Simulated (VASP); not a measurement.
Given:

```xyz
3
Lattice="1.8259 -3.1625 0.0000 1.8259 3.1625 0.0000 0.0000 0.0000 6.9213" Properties=species:S:1:pos:R:3 pbc="T T T"
Hf     0.0000     0.0000     0.0000
S      1.8259     1.0542     1.4396
S      1.8259    -1.0542     5.4817
```

Level of theory: PW91 GGA, VASP's PBE PAW potentials (set 64) (plane waves; VASP 6.6.1). Run with 520 eV cut-off, Gaussian smearing of 0.050 eV, potentials Hf_pv S.

Without a dispersion term in the relaxation, distances and binding between the weakly bound layers, chains or molecules are unreliable, and so is what depends on them. Unless said otherwise, spin-orbit coupling is left out, though it shifts the bands of the heavy elements here.

Estimate the band gap (along the path) with the smallest direct gap where there is one.

```
Property                                Value
------------------------------------  -------
band gap (along the path)             1.28 eV
smallest direct gap (along the path)  2.07 eV
```

Total energies compare only between runs with the same potentials, cut-off and functional.

The compound is HfS2 in the 1T layered structure. It was relaxed first, which changed the volume by +20 %.
